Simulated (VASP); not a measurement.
Input:

```xyz
4
Lattice="2.1202 -3.6724 0.0000 2.1202 3.6724 0.0000 0.0000 0.0000 6.9106" Properties=species:S:1:pos:R:3 pbc="T T T"
Cd     2.1202    -1.2241     3.4553
Cd     2.1202     1.2241     0.0000
Se     2.1202    -1.2241     6.0537
Se     2.1202     1.2241     2.5984
```

Calculation: AM05 GGA, VASP's PBE PAW potentials (set 64) (plane waves; VASP). Run with 520 eV cut-off, 6×6×3 Γ-centred mesh, Gaussian smearing of 0.050 eV, potentials Cd Se.

Task: Give the stress tensor in GPa (positive for a compressed cell).

Result: 
```
3.49  0.00  0.00
0.00  3.49  0.00
0.00  0.00  3.57
```
The pressure is its mean diagonal, 3.52 GPa.

The compound is CdSe in the wurtzite structure. This cell is one point of a volume scan, at 0.94 of the reference volume.
